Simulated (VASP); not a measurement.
Input:

```xyz
4
Lattice="4.4036 0.0000 0.0000 -2.2018 3.8136 0.0000 0.0000 0.0000 4.9873" Properties=species:S:1:pos:R:3 pbc="T T T"
Ta     0.0000     2.5424     4.6755
Ta     2.2018     1.2712     2.1818
Si     0.0000     2.5424     2.1821
Si     2.2018     1.2712     4.6758
```

All values below come from PBE GGA, VASP's PBE PAW potentials (set 64) (plane waves; VASP). Settings: 400 eV cut-off, 9×9×7 Γ-centred mesh, tetrahedra with Blöchl corrections, potentials Ta_pv Si.

The cores are frozen, which limits the accuracy of field gradients.

Question: Give the principal components of the electric field gradient (V/Å²) and the asymmetry η at each nucleus.

Answer: 
```json
[
 {"atom": "Ta1", "Vxx": "117.6", "Vyy": "117.6", "Vzz": "-235.2", "η": "0.00"},
 {"atom": "Ta2", "Vxx": "117.6", "Vyy": "117.6", "Vzz": "-235.2", "η": "0.00"},
 {"atom": "Si3", "Vxx": "5.2", "Vyy": "5.2", "Vzz": "-10.4", "η": "0.00"},
 {"atom": "Si4", "Vxx": "5.2", "Vyy": "5.2", "Vzz": "-10.4", "η": "0.00"}
]
```

The structure was generated: TaSi was put into the wurtzite type (P6_3mc), which need not be its known phase. It was relaxed first, which changed the volume by -39 %. The relaxed cell has space group P6_3/mmc.
